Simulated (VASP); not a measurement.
Crystal: Mg3Cl2O.

```
Mg Cl O
1.0
     2.83567    1.63718    4.09820
    -2.83567    1.63718    4.09820
     0.00000   -3.27435    4.09820
Mg Cl O
3 2 1
Direct
  0.00000 0.50000 0.00000
  0.50000 0.00000 0.00000
  0.00000 0.00000 0.50000
  0.63008 0.63008 0.63008
  0.36992 0.36992 0.36992
  0.00000 0.00000 0.00000
```

The cell was built by a generator and needn't be a form met in nature.

* Program: VASP 6.6.1
* Task: relaxation of the atoms
* Functional: PBE
* Potentials or basis: VASP PAW PBE potentials, release 54 (Mg, Cl, O)
* Cutoff: 520 eV
* k mesh: 6 × 6 × 6
* Occupations: gaussian, width 0.05 eV
* Spin: no spin polarisation

At the start: pressure -2.3 GPa; volume 19.03 Å³/atom.

Problem. Where does the relaxation end?

Solution. Over 6 steps the energy falls by 10.0 meV/atom; space group R-3m (No. 166, to 0.05 Å).

Step by step:
| step | energy change (eV) | largest force (eV/Å) | pressure (GPa) |
| --- | --- | --- | --- |
| 1 | 0.0000 | 0.4599 | -2.33 |
| 2 | -0.0191 | 0.3992 | -2.41 |
| 3 | -0.0559 | 0.1360 | -2.56 |
| 4 | 0.0152 | 0.8002 | -2.31 |
| 5 | -0.0595 | 0.0464 | -2.57 |
| 6 | -0.0599 | 0.0009 | -2.57 |

Final structure:
```
CELL_PARAMETERS angstrom
2.83567 1.63718 4.09820
-2.83567 1.63718 4.09820
0.00000 -3.27435 4.09820
ATOMIC_POSITIONS crystal
Mg 0.00000 0.50000 0.00000
Mg 0.50000 0.00000 0.00000
Mg 0.00000 0.00000 0.50000
Cl 0.62052 0.62052 0.62052
Cl 0.37948 0.37948 0.37948
O 0.00000 0.00000 0.00000
```
